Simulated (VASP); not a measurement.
Here is the system:

```
MnF2
1.0
    4.84564     0.00000     0.00000
    0.00000     4.84564     0.00000
    0.00000     0.00000     3.28050
Mn F
2 4
Direct
  0.00000   0.00000   0.00000
  0.50000   0.50000   0.50000
  0.30360   0.30360   0.00000
  0.80360   0.19640   0.50000
  0.19640   0.80360   0.50000
  0.69640   0.69640   0.00000
```
Starting moments (μB, in the order of the record's atoms Mn Mn F F F F): 4.5 -4.5 0.0 0.0 0.0 0.0.

Computed with PBEsol GGA, VASP's PBE PAW potentials (set 64) (plane waves; VASP). Numerical set-up: 520 eV cut-off, 5×5×8 Γ-centred mesh, tetrahedra with Blöchl corrections, potentials Mn_pv F.

Q: What does the run give for the cell moment, energy per atom (σ→0)?

A: 
| Property | Value |
|---|---|
| cell moment | 0.00 μB |
| energy per atom (σ→0) | -6.793 eV/atom |

Q: Give the moment on each site (PAW-sphere projection).

A: 
| site | moment (μB) |
|---|---|
| Mn1 | 4.52 |
| Mn2 | -4.52 |
| F3 | -0.03 |
| F4 | 0.03 |
| F5 | 0.03 |
| F6 | -0.03 |

The absolute energy has meaning only against runs of the same code, potentials and settings.

The compound is MnF2 in the rutile structure. It was relaxed first.
